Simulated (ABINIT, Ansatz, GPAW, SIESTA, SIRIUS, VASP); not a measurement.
# One calculation of NbTe, 6 ways

```
CELL_PARAMETERS angstrom
3.70297 0.00000 0.00000
-1.85149 3.20687 0.00000
0.00000 0.00000 3.69421
ATOMIC_POSITIONS crystal
Te 0.66667 0.33333 0.00000
Nb 0.00000 0.00000 0.50000
```

The cell comes from a database or a generator and needn't be the stable form of this composition.

Alike in all runs: task single point; functional PBEsol; k mesh 8 × 8 × 7; occupations fermi-dirac, width 0.05 eV; no spin polarisation; no spin-orbit coupling. Pressure is positive in compression and, in plane waves, holds the error of the finite cutoff.

```csv
program and potentials,plane-wave cutoff (eV),notes,pressure (GPa)
"ABINIT, PseudoDojo NC SR PBEsol v0.4.1 standard",1116,14.5 valence electrons an atom on average,-4.85
"SIESTA, files PseudoDojo sr-pbesol-0.4.1-standard, DZP (energy shift 0.003 Ry; two zetas on semicore shells)",-,atomic basis; 14.5 valence electrons an atom on average,-2.50
"SIRIUS, PseudoDojo 0.4.1 PBEsol standard (scalar relativistic)",1127,14.5 valence electrons an atom on average,-4.85
"GPAW, PAW data sets generated for this functional",600,9.5 valence electrons an atom on average,?
"VASP, PBE PAW files Nb_sv, Te, 520 eV",520,potentials made for PBE; 9.5 valence electrons an atom on average,-5.33
"Ansatz, all-electron LAPW, scalar-relativistic",-,-,-5.25
```

Q: Estimate from the other rows what the run with GPAW, PAW data sets generated for this functional gave.

A: Pressure -6.12 GPa. The other rows, which needn't bracket it: pressure -5.33 to -2.50.
